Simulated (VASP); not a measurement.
Computed with optB88-vdW, VASP's PBE PAW potentials (set 64) (plane waves; VASP).

A VASP calculation is set up with these files.

**KPOINTS**
```
Automatic mesh
0
gamma
  10 10 10
0 0 0
```

### INCAR
```
SYSTEM  =  Ca
PREC  =  Accurate; ENCUT  =  520; LREAL  =  .FALSE.
LASPH  =  .TRUE.
EDIFF  =  1E-6; NELM  =  100; ALGO  =  Normal
ISMEAR  =  1; SIGMA  =  0.1
GGA  =  BO; LUSE_VDW  =  .TRUE.; AGGAC  =  0.0
PARAM1  =  0.1833333333; PARAM2  =  0.22
IBRION  =  2; NSW  =  60; ISIF  =  3
EDIFFG  =  -0.01
LWAVE  =  .FALSE.; LCHARG  =  .FALSE.
```

**POSCAR**
```
Ca
1
    0.0000000000     2.7900000000     2.7900000000
    2.7900000000     0.0000000000     2.7900000000
    2.7900000000     2.7900000000     0.0000000000
Ca
1
Direct
  0.0000000000   0.0000000000   0.0000000000
```

POTCAR, in this order: Ca_sv (PBE.64 set). Program: vasp_std.

The run wrote:

File OUTCAR:
```
 ion  position               nearest neighbor table
   1  0.000  0.000  0.000-
  LATTYP: Found a face centered cubic cell.
 ALAT       =     5.5800000000
 Subroutine PRICEL returns:
 Original cell was already a primitive cell.
 Subroutine GETGRP returns: Found 48 space group operations
The static configuration has the point symmetry O_h .
The dynamic configuration has the point symmetry O_h .
 Subroutine INISYM returns: Found 48 space group operations
 Subroutine IBZKPT returns following result:
 Found     47 irreducible k-points:

 Following reciprocal coordinates:
            Coordinates               Weight
  0.000000  0.000000  0.000000      1.000000
  0.100000  0.000000  0.000000      8.000000
  0.200000  0.000000  0.000000      8.000000
  0.300000  0.000000  0.000000      8.000000
  0.400000  0.000000  0.000000      8.000000
  0.500000  0.000000  0.000000      4.000000
  0.100000  0.100000  0.000000      6.000000
  0.200000  0.100000  0.000000     24.000000
  0.300000  0.100000  0.000000     24.000000
  0.400000  0.100000  0.000000     24.000000
...
```

File OSZICAR:
```
       N       E                     dE             d eps       ncg     rms          rms(c)
DAV:   1     0.662425408020E+02    0.66243E+02   -0.52942E+03   846   0.102E+03
DAV:   2     0.184749990531E+01   -0.64395E+02   -0.64093E+02   873   0.226E+02
DAV:   3     0.628854675359E+00   -0.12186E+01   -0.12138E+01  1292   0.339E+01
DAV:   4     0.572428728835E+00   -0.56426E-01   -0.56373E-01  1301   0.549E+00
DAV:   5     0.571843808223E+00   -0.58492E-03   -0.58437E-03  1421   0.447E-01    0.198E+00
DAV:   6     0.577406819428E+00    0.55630E-02   -0.20723E-02  1061   0.152E+00    0.124E+00
DAV:   7     0.573564894906E+00   -0.38419E-02   -0.29965E-02  1016   0.186E+00    0.122E-01
DAV:   8     0.573952130530E+00    0.38724E-03   -0.32656E-03   962   0.647E-01    0.314E-02
DAV:   9     0.573803063903E+00   -0.14907E-03   -0.51638E-04  1248   0.153E-01    0.221E-02
DAV:  10     0.573813383548E+00    0.10320E-04   -0.58412E-05  1094   0.907E-02    0.218E-03
DAV:  11     0.573814177577E+00    0.79403E-06   -0.28858E-06  1309   0.145E-02
   1 F= 0.57381418E+00 E0= 0.57387041E+00  d E =0.573814E+00
       N       E                     dE             d eps       ncg     rms          rms(c)
DAV:   1     0.403570375248E+00   -0.17024E+00   -0.46165E+00   897   0.253E+01    0.248E+00
DAV:   2     0.536661964308E+00    0.13309E+00   -0.40955E-01   873   0.824E+00    0.124E+00
DAV:   3     0.568855281047E+00    0.32193E-01   -0.24232E-01  1118   0.451E+00    0.372E-01
DAV:   4     0.567366877999E+00   -0.14884E-02   -0.17508E-02  1034   0.154E+00    0.189E-01
DAV:   5     0.564474681571E+00   -0.28922E-02   -0.41601E-03  1312   0.300E-01    0.107E-01
DAV:   6     0.564180010689E+00   -0.29467E-03   -0.48112E-04  1406   0.169E-01    0.360E-02
DAV:   7     0.564191385718E+00    0.11375E-04   -0.38598E-05  1025   0.706E-02    0.259E-03
DAV:   8     0.564191523130E+00    0.13741E-06   -0.11377E-05  1384   0.216E-02    0.258E-03
DAV:   9     0.564191776349E+00    0.25322E-06   -0.31018E-07   507   0.637E-03
   2 F= 0.56419178E+00 E0= 0.56442415E+00  d E =-.962240E-02
       N       E                     dE             d eps       ncg     rms          rms(c)
DAV:   1     0.513923500752E+00   -0.50268E-01   -0.14214E+00   895   0.142E+01    0.136E+00
DAV:   2     0.554104081127E+00    0.40181E-01   -0.12979E-01   895   0.456E+00    0.692E-01
DAV:   3     0.563974469604E+00    0.98704E-02   -0.76388E-02  1154   0.251E+00    0.226E-01
DAV:   4     0.563633708028E+00   -0.34076E-03   -0.47040E-03   972   0.845E-01    0.104E-01
DAV:   5     0.562661562622E+00   -0.97215E-03   -0.18186E-03  1300   0.208E-01    0.493E-02
DAV:   6     0.562620728452E+00   -0.40834E-04   -0.89498E-05  1428   0.684E-02    0.193E-02
DAV:   7     0.562636287215E+00    0.15559E-04   -0.29164E-05   975   0.653E-02    0.198E-02
DAV:   8     0.562628788588E+00   -0.74986E-05   -0.29106E-05  1350   0.481E-02    0.221E-03
DAV:   9     0.562628789438E+00    0.84992E-09   -0.11730E-07   456   0.344E-03
   3 F= 0.56262879E+00 E0= 0.56295760E+00  d E =-.111854E-01
```

**OUTCAR**
```
------------------------ aborting loop because EDIFF is reached ----------------------------------------
  FORCE on cell =-STRESS in cart. coord.  units (eV):
  Direction    XX          YY          ZZ          XY          YZ          ZX
  --------------------------------------------------------------------------------------
  Total       -0.0075178     -0.0075178     -0.0075178     -0.0000000      0.0000000     -0.0000000
  in kB       -0.2973640     -0.2973640     -0.2973640     -0.0000000      0.0000000     -0.0000000
  external PRESSURE =      -0.2973640 kB  Pullay stress =       0.0000000 kB
  volume of cell :       40.51
      direct lattice vectors                 reciprocal lattice vectors
     0.000000000  2.725802164  2.725802164    -0.183432241  0.183432241  0.183432241
     2.725802164 -0.000000000  2.725802164     0.183432241 -0.183432241  0.183432241
     2.725802164  2.725802164 -0.000000000     0.183432241  0.183432241 -0.183432241
 POSITION                                       TOTAL-FORCE (eV/Angst)
 -----------------------------------------------------------------------------------
      0.00000      0.00000     -0.00000         0.000000     -0.000000     -0.000000
 -----------------------------------------------------------------------------------
    total drift:                               -0.000000     -0.000000     -0.000000
  FREE ENERGIE OF THE ION-ELECTRON SYSTEM (eV)
  ---------------------------------------------------
  free  energy   TOTEN  =         0.5626287894 eV

  energy  without entropy=        0.5636152265  energy(sigma->0) =        0.56295760

 reached required accuracy - stopping structural energy minimisation
```
(Selected blocks of OUTCAR.)

File CONTCAR:
```
Ca
   1.00000000000000
     0.0000000000000000    2.7258021641887429    2.7258021641887429
     2.7258021641887429   -0.0000000000000000    2.7258021641887429
     2.7258021641887429    2.7258021641887429   -0.0000000000000000
  Ca
     1
Direct
     0.0000000000000000    0.0000000000000000    0.0000000000000000
```

Energy and stress use the plane-wave basis of the starting cell.

The compound is Ca in the fcc structure. This run relaxes it. Symmetry was kept, so distortions that lower it aren't found.
